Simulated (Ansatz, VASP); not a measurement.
## Si in VASP and in Ansatz

The input INCAR:

```
SYSTEM = Si
PREC = Accurate ; ENCUT = 600
EDIFF = 1E-7 ; ISMEAR = 0
SIGMA = 0.02 ; LREAL = .FALSE.
LASPH = .TRUE. ; NELM = 60
ALGO = Normal ; ISIF = 3
LWAVE = .FALSE. ; LCHARG = .FALSE.
GGA = PS ; IBRION = 2
NSW = 80 ; EDIFFG = -0.01
```

KPOINTS

```
regular mesh
0
G
  8 8 8
  0 0 0
```

File POSCAR:

```
Si
1.0
    0.0000000000      2.8154674367      2.8154674367
    2.8154674367      0.0000000000      2.8154674367
    2.8154674367      2.8154674367      0.0000000000
Si
2
Direct
    0.0000000000      0.0000000000      0.0000000000
    0.2500000000      0.2500000000      0.2500000000
```

Input for Ansatz:

```yaml
crystal:
  lattice:
    - [0.0, 2.815467437, 2.815467437]
    - [2.815467437, 0.0, 2.815467437]
    - [2.815467437, 2.815467437, 0.0]
  atoms:
    - { symbol: Si, position: [0.0, 0.0, 0.0] }
    - { symbol: Si, position: [0.25, 0.25, 0.25] }
basis:
  ecutwfc: 420
kpoints:
  mp_grid: { grid: [8, 8, 8] }
hamiltonian:
  xc: pbesol
scf:
  occupations: { method: gaussian, width: 0.02 }
output:
  forces: true
  stress: true
  eigenvalues: true
relax:
  adjacent_minimum: "off"
  f_tol: 0.01
  max_steps: 60
  cell: { stress_tol: 0.1 }
```

Alike in both runs: task relaxation of cell and atoms; functional PBEsol; k mesh 8 × 8 × 8; occupations gaussian, width 0.02 eV; no spin polarisation.

|  | VASP | Ansatz |
| --- | --- | --- |
| version | VASP 6.6.1 | Ansatz 0.2.0 |
| potentials or method | VASP PAW PBE potentials, release 64 (Si) | scalar-relativistic, plane waves, PAW |
| plane-wave cutoff (eV) | 600 | 420 |
| valence electrons in the cell | 8 | 8 |

|  | VASP | Ansatz | Ansatz less VASP |
| --- | --- | --- | --- |
| gap on the k mesh at the Fermi level, each at its own relaxed structure (eV) | 0.51 | 0.51 | +0.003 |
| relaxed volume (Å³/atom) | 20.08 | 20.06 | -0.025 |
| relaxed cell length with the largest relative difference (Å) | 3.844 | 3.843 | -0.0016 |
| energy change over the relaxation (meV/atom) | -61 | -62 | -1.2 |

Caveats: the PAW data sets were made with another functional, which shifts forces and pressure a little (VASP). A k mesh can miss the band edges.
